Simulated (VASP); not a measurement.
These are PBEsol GGA, VASP's PBE PAW potentials (set 64) (plane waves; VASP 6.6.1) values and carry that method's errors.

A VASP calculation is set up with these files.

KPOINTS:
```
K-points
0
G
 3 3 3
```

**POSCAR**
```
YPd3
1.0
  4.0730000000   0.0000000000   0.0000000000
  0.0000000000   4.0730000000   0.0000000000
  0.0000000000   0.0000000000   4.0730000000
Y Pd
1 3
direct
  0.0000000000   0.0000000000   0.0000000000
  0.0000000000   0.5000000000   0.5000000000
  0.5000000000   0.0000000000   0.5000000000
  0.5000000000   0.5000000000   0.0000000000
```

INCAR:
```
# general
SYSTEM  = YPd3
PREC    = Accurate
ENCUT   = 300   # plane-wave cut-off (eV)
LREAL   = .FALSE.   # projection in real space or not
LASPH   = .TRUE.

# electronic loop
EDIFF   = 1E-6   # SCF stop (eV)
NELM    = 100
ALGO    = Normal
LMAXMIX = 4

# smearing
ISMEAR  = -1   # Fermi-Dirac
SIGMA   = 0.1   # width (eV)

# functional
GGA     = PS   # PBEsol

# ions
ISIF    = 2   # forces and stress, cell fixed

# output
LWAVE   = .FALSE.
LCHARG  = .FALSE.
```

POTCAR, in this order: Y_sv Pd (PBE.64 set). Program: vasp_std.

The run wrote:

**OSZICAR**
```
       N       E                     dE             d eps       ncg     rms          rms(c)
DAV:   1     0.172125263667E+03    0.17213E+03   -0.15581E+04   192   0.110E+03
DAV:   2    -0.236456593183E+02   -0.19577E+03   -0.19260E+03   232   0.288E+02
DAV:   3    -0.292034070129E+02   -0.55577E+01   -0.55131E+01   264   0.468E+01
DAV:   4    -0.292846323440E+02   -0.81225E-01   -0.81092E-01   264   0.489E+00
DAV:   5    -0.292859124596E+02   -0.12801E-02   -0.12801E-02   256   0.536E-01    0.421E+01
DAV:   6    -0.283674261222E+02    0.91849E+00   -0.46346E+00   208   0.155E+01    0.201E+01
DAV:   7    -0.282411008222E+02    0.12633E+00   -0.23710E+00   224   0.904E+00    0.143E+01
DAV:   8    -0.281257136975E+02    0.11539E+00   -0.81549E-01   232   0.622E+00    0.235E+00
DAV:   9    -0.281157921972E+02    0.99215E-02   -0.98174E-02   216   0.193E+00    0.139E+00
DAV:  10    -0.281154793630E+02    0.31283E-03   -0.50121E-03   208   0.429E-01    0.232E-01
DAV:  11    -0.281155491528E+02   -0.69790E-04   -0.42568E-04   232   0.135E-01    0.218E-01
DAV:  12    -0.281155129927E+02    0.36160E-04   -0.19918E-04   200   0.748E-02    0.358E-02
DAV:  13    -0.281155126674E+02    0.32537E-06   -0.10526E-05   208   0.217E-02    0.267E-02
DAV:  14    -0.281155124442E+02    0.22312E-06   -0.89298E-07   120   0.543E-03
   1 F= -.28115512E+02 E0= -.28072420E+02  d E =-.861846E-01
```

### OUTCAR
```
------------------------ aborting loop because EDIFF is reached ----------------------------------------
  FORCE on cell =-STRESS in cart. coord.  units (eV):
  Direction    XX          YY          ZZ          XY          YZ          ZX
  --------------------------------------------------------------------------------------
  Total       -0.6749839     -0.6749839     -0.6749839      0.0000000     -0.0000000     -0.0000000
  in kB      -16.0051884    -16.0051884    -16.0051884      0.0000000     -0.0000000     -0.0000000
  external PRESSURE =     -16.0051884 kB  Pullay stress =       0.0000000 kB
  volume of cell :       67.57
      direct lattice vectors                 reciprocal lattice vectors
     4.073000000  0.000000000  0.000000000     0.245519273  0.000000000  0.000000000
     0.000000000  4.073000000  0.000000000     0.000000000  0.245519273  0.000000000
     0.000000000  0.000000000  4.073000000     0.000000000  0.000000000  0.245519273
 POSITION                                       TOTAL-FORCE (eV/Angst)
 -----------------------------------------------------------------------------------
      0.00000      0.00000      0.00000         0.000000      0.000000      0.000000
      0.00000      2.03650      2.03650         0.000000      0.000000      0.000000
      2.03650      0.00000      2.03650         0.000000      0.000000      0.000000
      2.03650      2.03650      0.00000         0.000000      0.000000      0.000000
 -----------------------------------------------------------------------------------
    total drift:                                0.000000     -0.000000     -0.000000
  FREE ENERGIE OF THE ION-ELECTRON SYSTEM (eV)
  ---------------------------------------------------
  free  energy   TOTEN  =       -28.1155124442 eV

  energy  without entropy=      -28.0293278578  energy(sigma->0) =      -28.07242015
```
(Selected blocks of OUTCAR.)

At this cut-off the stress carries a Pulay error, which pulls relaxed volumes low.

The structure comes from a measured YPd3 entry of the Crystallography Open Database, whose conditions weren't checked. The cell was not relaxed at this level. The k-mesh is coarse (spacing up to 0.51 per Å, 2π included), so the numbers may not be converged in it. The run is one of a series of settings (KPOINTS 3×3×3 Γ-centred mesh against the base run), some of them coarse on purpose. The electron count is odd and the run is not spin-polarised, which forces a metal.
